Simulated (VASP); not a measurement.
Data:

```yaml
crystal:
  lattice:
    - [-1.57174, 1.57174, 1.57174]
    - [1.57174, -1.57174, 1.57174]
    - [1.57174, 1.57174, -1.57174]
  atoms:
    - { symbol: Mo, position: [0.00000, 0.00000, 0.00000] }
```

These are revPBE GGA, VASP's PBE PAW potentials (set 64) (plane waves; VASP) values and carry that method's errors. Run with 520 eV cut-off, 16×16×16 Γ-centred mesh, first-order Methfessel-Paxton smearing of 0.10 eV, potentials Mo_sv.

Question: What does the run give for the energy per atom (σ→0), pressure, band gap (on the k-mesh) with the smallest direct gap where there is one?

Answer: 
```yaml
band gap (on the k-mesh): none (metal, semimetal or under 0.01 eV)
energy per atom (σ→0): -1011.0 kJ/mol of atoms
pressure: 7.30 GPa
```

Total energies compare only between runs with the same potentials, cut-off and functional.

The compound is Mo in the bcc structure. This cell is one point of a volume scan, at 0.97 of the reference volume.
